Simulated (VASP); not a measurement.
Sr, 2 atoms in the cell. The structure is hexagonal, space group P6_3/mmc (No. 194). Conventional cell: a = 4.310 Å, b = 4.310 Å, c = 7.050 Å, α = 90.00°, β = 90.00°, γ = 120.00°. Sr (site symmetry -6m2) has 12 Sr at 4.31 Å as nearest neighbours. This isn't the form of Sr at room conditions, which is fcc.

```yaml
Program: VASP 6.6.1
Task: single point
Functional: LDA
Potentials_or_basis: VASP PAW LDA potentials, release 64 (Sr_sv)
Cutoff: 520 eV
k_mesh: 6 × 6 × 4
Occupations: gaussian, width 0.1 eV
Spin: no spin polarisation
Dipole_correction: no
Further_INCAR_settings: ALGO = Normal; EDIFF = 1e-06; NBANDS = 17
```

Potentials or basis: VASP PAW LDA potentials, release 64 (Sr_sv).

Run with:

```bash
$ cat potpaw_LDA.64/Sr_sv/POTCAR > POTCAR
$ mpirun -np 1 vasp_std > vasp.out
```

Hardware: 1 thread of Intel(R) Xeon(R) 6975P-C (Granite Rapids) (shared host).

**Question.** Estimate the wall time of this run.

**Answer.** Run time: 12 s on 1 thread of Intel(R) Xeon(R) 6975P-C (Granite Rapids), on a shared host, peak memory 0.19 GiB. Counts: scf iterations 11, k points 21.
